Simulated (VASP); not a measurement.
All values below come from revPBE GGA, VASP's PBE PAW potentials (set 64) (plane waves; VASP).

The input files of a VASP run:

KPOINTS:
```
Automatic mesh
0
Gamma
15 15 15
0 0 0
```

### INCAR
```
ALGO = Normal
EDIFF = 1E-7
ENCUT = 520
GGA = RE
ISIF = 2
ISMEAR = 1
LASPH = T
LCHARG = F
LREAL = F
LWAVE = F
NELM = 100
PREC = Accurate
SIGMA = 0.1
SYSTEM = Al
```

POSCAR:
```
Al
1
    0.0000000000     2.0266889392     2.0266889392
    2.0266889392     0.0000000000     2.0266889392
    2.0266889392     2.0266889392     0.0000000000
Al
1
Direct
  0.0000000000   0.0000000000   0.0000000000
```

POTCAR, in this order: Al (PBE.64 set). Program: vasp_std.

Output

### OSZICAR
```
       N       E                     dE             d eps       ncg     rms          rms(c)
DAV:   1    -0.131268152594E+01   -0.13127E+01   -0.85430E+02  1250   0.326E+02
DAV:   2    -0.355793910678E+01   -0.22453E+01   -0.21349E+01  1575   0.314E+01
DAV:   3    -0.357551260345E+01   -0.17573E-01   -0.17585E-01  1665   0.340E+00
DAV:   4    -0.357555913072E+01   -0.46527E-04   -0.46528E-04  1545   0.171E-01
DAV:   5    -0.357555948549E+01   -0.35477E-06   -0.35522E-06  1610   0.124E-02    0.171E+00
DAV:   6    -0.356332698748E+01    0.12232E-01   -0.15239E-03  1410   0.337E-01    0.990E-01
DAV:   7    -0.355385821072E+01    0.94688E-02   -0.46728E-03  1420   0.544E-01    0.177E-01
DAV:   8    -0.355384668031E+01    0.11530E-04   -0.21612E-05  1615   0.470E-02    0.255E-02
DAV:   9    -0.355384409785E+01    0.25825E-05   -0.11904E-06  1530   0.855E-03    0.982E-04
DAV:  10    -0.355384374487E+01    0.35298E-06   -0.50999E-09  1115   0.806E-04    0.108E-03
DAV:  11    -0.355384364510E+01    0.99766E-07   -0.40518E-10   765   0.197E-04
   1 F= -.35538436E+01 E0= -.35538345E+01  d E =-.275152E-04
```

File OUTCAR:
```
------------------------ aborting loop because EDIFF is reached ----------------------------------------
  FORCE on cell =-STRESS in cart. coord.  units (eV):
  Direction    XX          YY          ZZ          XY          YZ          ZX
  --------------------------------------------------------------------------------------
  Total        0.0074112      0.0074112      0.0074112      0.0000000     -0.0000000     -0.0000000
  in kB        0.7131918      0.7131918      0.7131918      0.0000000     -0.0000000     -0.0000000
  external PRESSURE =       0.7131918 kB  Pullay stress =       0.0000000 kB
  volume of cell :       16.65
      direct lattice vectors                 reciprocal lattice vectors
     0.000000000  2.026688939  2.026688939    -0.246707815  0.246707815  0.246707815
     2.026688939  0.000000000  2.026688939     0.246707815 -0.246707815  0.246707815
     2.026688939  2.026688939  0.000000000     0.246707815  0.246707815 -0.246707815
 POSITION                                       TOTAL-FORCE (eV/Angst)
 -----------------------------------------------------------------------------------
      0.00000      0.00000      0.00000         0.000000      0.000000      0.000000
 -----------------------------------------------------------------------------------
    total drift:                                0.000000     -0.000000     -0.000000
  FREE ENERGIE OF THE ION-ELECTRON SYSTEM (eV)
  ---------------------------------------------------
  free  energy   TOTEN  =        -3.5538436451 eV

  energy  without entropy=       -3.5538161299  energy(sigma->0) =       -3.55383447
```
(Selected blocks of OUTCAR.)

The compound is Al in the fcc structure. It was relaxed first.
